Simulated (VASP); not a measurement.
Calculation: optB88-vdW, VASP's PBE PAW potentials (set 64) (plane waves; VASP).

Input for VASP

**INCAR**
```
SYSTEM=Na
PREC=Accurate; ENCUT=520; LREAL=.FALSE.
LASPH=.TRUE.
EDIFF=1E-7; NELM=100; ALGO=Normal
ISMEAR=-5
GGA=BO; LUSE_VDW=.TRUE.; AGGAC=0.0
PARAM1=0.1833333333; PARAM2=0.22
ISIF=2
LWAVE=.FALSE.; LCHARG=.TRUE.; LORBIT=11
NEDOS=601
```

POSCAR:
```
Na
4.152330
 -0.5000000528   0.5000000528   0.5000000528
  0.5000000528  -0.5000000528   0.5000000528
  0.5000000528   0.5000000528  -0.5000000528
Na
1
Direct
  0.0000000000   0.0000000000   0.0000000000
```

File KPOINTS:
```
Automatic mesh
0
Gamma
14 14 14
```

POTCAR, in this order: Na_pv (PBE.64 set). Program: vasp_std.

What does the run give for the energy per atom (σ→0), band gap (on the k-mesh)?

| Item | Value |
|---|---|
| energy per atom (σ→0) | 0.919 eV/atom |
| band gap (on the k-mesh) | none (metal, semimetal or under 0.01 eV) |

**OSZICAR**
```
...
DAV:   5     0.921383294449E+00   -0.50159E-04   -0.50161E-04  1918   0.232E-01    0.176E-01
DAV:   6     0.920542349286E+00   -0.84095E-03   -0.67355E-04  1603   0.241E-01    0.119E-01
DAV:   7     0.919253816702E+00   -0.12885E-02   -0.36321E-03  1519   0.461E-01    0.115E-02
DAV:   8     0.919205968722E+00   -0.47848E-04   -0.61997E-05  1603   0.763E-02    0.608E-03
DAV:   9     0.919183716263E+00   -0.22252E-04   -0.69989E-05  1519   0.444E-02    0.865E-04
DAV:  10     0.919183549786E+00   -0.16648E-06   -0.58600E-07  1680   0.982E-03    0.414E-04
DAV:  11     0.919183470677E+00   -0.79109E-07   -0.96088E-08  1645   0.226E-03
   1 F= 0.91918347E+00 E0= 0.91918347E+00  d E =0.000000E+00
```

The compound is Na in the bcc structure. It was relaxed first, which changed the volume by -7 %.
